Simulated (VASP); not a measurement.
Given:

```yaml
crystal:
  lattice:
    - [0.00000, 2.01097, 2.01097]
    - [2.01097, 0.00000, 2.01097]
    - [2.01097, 2.01097, 0.00000]
  atoms:
    - { symbol: W, position: [0.00000, 0.00000, 0.00000] }
```

Computed with r2SCAN meta-GGA, VASP's PBE PAW potentials (set 64) (plane waves; VASP). Settings: 400 eV cut-off, 14×14×14 Γ-centred mesh, first-order Methfessel-Paxton smearing of 0.10 eV, potentials W_sv.

Unless said otherwise, spin-orbit coupling is left out, though it shifts the bands of the heavy elements here.

Task: Predict the energy per atom (σ→0), band gap (on the k-mesh) with the smallest direct gap where there is one.

Result: 
The band gap (on the k-mesh) comes out as none (metal, semimetal or under 0.01 eV) and the energy per atom (σ→0) is -50.796 eV/atom.

Total energies compare only between runs with the same potentials, cut-off and functional.

The structure was generated: W was put into the fcc type (Fm-3m), which need not be its known phase. It was relaxed first. The start is the result of an earlier pass.
